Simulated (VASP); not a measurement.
# A VASP study of In (PBEsol): structure first, properties next, part 2 of 2

Wanted: the relaxed cell of In and its properties. The start is a cell from a database of measured crystal structures.

VASP 6.6.1; PBEsol; plane waves and PAW (In_d).

Still holding for the runs below: This run has no spin polarisation. Its electron count is odd, so without a moment it is a metal by construction. The k-mesh is coarse for a metal.

So far. Step 9 (Volume scan with PBEsol, volume scale 0.98): The run ends at a pressure of 1.02 GPa.

**10. Volume scan with PBEsol, volume scale 1**

INCAR

```
SYSTEM = In
PREC = Accurate
ENCUT = 400
EDIFF = 1E-06
NELM = 100
ISMEAR = 1
SIGMA = 0.2
LREAL = .FALSE.
ALGO = Normal
GGA = PS
NBANDS = 12
LORBIT = 11
LWAVE = .FALSE.
LCHARG = .FALSE.
KPAR = 2
ISIF = 2
```

POSCAR

```
In
1.0
   -1.6299713492      1.6299713492      2.3988023997
    1.6299713492     -1.6299713492      2.3988023997
    1.6299713492      1.6299713492     -2.3988023997
In
1
Direct
    0.0000000000      0.0000000000      0.0000000000
```

KPOINTS

```
Automatic mesh
0
Gamma
11 11 11
0 0 0
```

PAW data sets: In_d (PBE family, release 64).

On the command line:

```console
mpirun -np 2 vasp_std
```

Elapsed: 4.6 s, on 2 MPI ranks of Intel Xeon 6975P-C (Granite Rapids), shared host; peak memory 0.28 GiB; 7.9 s of CPU time.

The pressure falls from 1.02 to 0.03 GPa.

The run ends at a pressure of 0.03 GPa.

**11. Volume scan with PBEsol, volume scale 1.02**

INCAR is that of step 10.

POSCAR

```
In
1.0
   -1.6407661760      1.6407661760      2.4146889713
    1.6407661760     -1.6407661760      2.4146889713
    1.6407661760      1.6407661760     -2.4146889713
In
1
Direct
    0.0000000000      0.0000000000      0.0000000000
```

KPOINTS is that of step 10.

On the command line:

```console
mpirun -np 2 vasp_std
```

Run time: 4.6 s. Hardware: 2 MPI ranks; peak memory 0.28 GiB; 7.9 s of CPU time.

The pressure falls from 0.03 to -0.85 GPa.

The run ends at a pressure of -0.85 GPa.

**12. Volume scan with PBEsol, volume scale 1.04**

INCAR is that of step 11.

POSCAR

```
In
1.0
   -1.6514208004      1.6514208004      2.4303692092
    1.6514208004     -1.6514208004      2.4303692092
    1.6514208004      1.6514208004     -2.4303692092
In
1
Direct
    0.0000000000      0.0000000000      0.0000000000
```

KPOINTS is that of step 11.

On the command line:

```console
mpirun -np 2 vasp_std
```

It took 4.4 s on 2 MPI ranks; peak memory 0.28 GiB.

The pressure falls from -0.85 to -1.62 GPa.

The run ends at a pressure of -1.62 GPa.

**13. Volume scan with PBEsol, volume scale 1.06**

A prediction first. A parabola through the 6 pressures of evenly scaled cells so far, P = 0.03 -46.6 t +120 t² GPa with t = ln(V/V₁) and V₁ the volume at scale 1, gives -2.28 GPa at t = +0.0583.

INCAR is that of step 12.

POSCAR

```
In
1.0
   -1.6619396878      1.6619396878      2.4458496852
    1.6619396878     -1.6619396878      2.4458496852
    1.6619396878      1.6619396878     -2.4458496852
In
1
Direct
    0.0000000000      0.0000000000      0.0000000000
```

KPOINTS is that of step 12.

On the command line:

```console
mpirun -np 2 vasp_std
```

Wall time 4.4 s (2 MPI ranks); peak memory 0.28 GiB.

The pressure falls from -1.62 to -2.30 GPa. The parabola predicted -2.28 GPa, +0.02 GPa off.

**14. Side by side**

Times are for 2 MPI ranks of Intel Xeon 6975P-C (Granite Rapids), shared host. The runs compared:

```csv
no.,volume scale,energy above the lowest point (meV/atom),pressure (GPa),time,memory (GiB)
1,0.94,16.13,3.369,4.4 s,0.27
2,0.96,7.14,2.124,4.4 s,0.27
3,0.98,1.9,1.016,4.6 s,0.28
4,1,0,0.02540,4.6 s,0.28
5,1.02,1.05,-0.8482,4.6 s,0.28
6,1.04,4.74,-1.620,4.4 s,0.28
7,1.06,10.77,-2.303,4.4 s,0.28
```

**15. Fit for PBEsol**

This step: Birch-Murnaghan fit, PBEsol; plane waves and PAW (VASP 6.6.1).

This step runs nothing: it gathers the runs above.

This step gave:

```
pressure derivative of the bulk modulus : 4.913
r.m.s. error of the fit                 : 1.92e-6 eV/atom
minimum inside the sampled range        : yes
bulk modulus                            : 45.91 GPa
equilibrium volume of the fit           : 25.56 Å³/atom
```

The energy above the fitted minimum by volume:

```csv
volume (Å³/atom),energy above the fitted minimum (eV/atom)
23.96,0.0162
24.47,0.00716
24.98,0.00193
25.49,2.6e-5
26.00,0.00108
26.51,0.00476
27.02,0.0108
```

The fitted volume lies +0.25 % from the relaxed one. At a finite cutoff and mesh the minimum of the energy and the zero of the stress don't quite coincide, and the relaxation stops at a threshold.

**16. Field gradients at the nuclei (PBEsol)**

This step: PBEsol; plane waves and PAW (In_d) (VASP 6.6.1).

Field gradients probe how far the charge around each nucleus departs from cubic symmetry; LASPH keeps the non-spherical terms inside the spheres.

INCAR, as its differences from that of step 13:

```diff
@@ -3,3 +3,3 @@
 ENCUT = 400
-EDIFF = 1E-06
+EDIFF = 1E-07
 NELM = 100
@@ -15,2 +15,3 @@
 KPAR = 2
-ISIF = 2
+LEFG = .TRUE.
+LASPH = .TRUE.
```

POSCAR

```
In
1.0
   -1.6299713492      1.6299713492      2.3988023997
    1.6299713492     -1.6299713492      2.3988023997
    1.6299713492      1.6299713492     -2.3988023997
In
1
Direct
    0.0000000000      0.0000000000      0.0000000000
```

KPOINTS is that of step 13.

On the command line:

```console
mpirun -np 2 vasp_std
```

The job ended after 5.4 s (2 MPI ranks; peak memory 0.28 GiB; 9.6 s of CPU time).

This step gave:

```yaml
scf_cycles: 11
free_energy_toten: -2.984 eV
energy_at_zero_smearing: -2.984 eV
fermi_energy: 7.663 eV
pressure: 9.85e-4 GPa
```

Electric field gradients, by row:

```csv
atom,Vxx (V/Å²),Vyy (V/Å²),Vzz (V/Å²),asymmetry
In1,-6.564,-6.559,13.12,0
```

The largest gradient, 13.12 V/Å², sits on In1; times the quadrupole moment of a nucleus that has one, it gives the coupling that NMR and NQR see.

**17. What came out**

| Property | Result |
| --- | --- |
| relaxed volume | 25.49 Å³/atom |
| relaxed conventional cell a, b, c | 3.260, 3.260, 4.798 Å |
| space group after relaxing, within 0.02 Å | I4/mmm (No. 139) |
| band gap | none, a metal |
| DOS at the Fermi level | 0.378 states/eV/cell |
| bulk modulus from the fit | 45.9 GPa |
| volume from the fit | 25.6 Å³/atom |
| largest field gradient Vzz | 13.12 V/Å² on In1 |

**Reading.** With PBEsol, In relaxes to 25.49 Å³/atom in space group I4/mmm (held by the symmetry of the run), comes out as a metal and has a bulk modulus of 45.9 GPa at fixed shape and positions, an upper bound. Against the listed cell the volume lies -2.5 % (a +0.3 %, c -3.0 %). Band structure (PBEsol): Of the bands kept, 2 cross the Fermi level on this path. Spin-orbit coupling is left out, and with elements this heavy it would split and shift bands near the Fermi level. The k-sampling is coarse for a metal, so the Fermi level, pressures and the shape of the cell carry errors. No search among competing phases was made. All values are for a static lattice at zero temperature.

[Lines on the potential files, build, host, timing and source positions are cut from VASP's logs without a mark.]

[Logs are printed without paths, hosts, clocks, repeated set-up lines and the standing remarks that a program may print on its own settings, such as how far it seeks lower states.]

[Hosts, paths, dates, database ids (printed as entryN), source tags and the programs' standing remarks are cut or masked in the printed files.]

[A measured line is paired with the nearest computed mode of its activity, which favours agreement.]
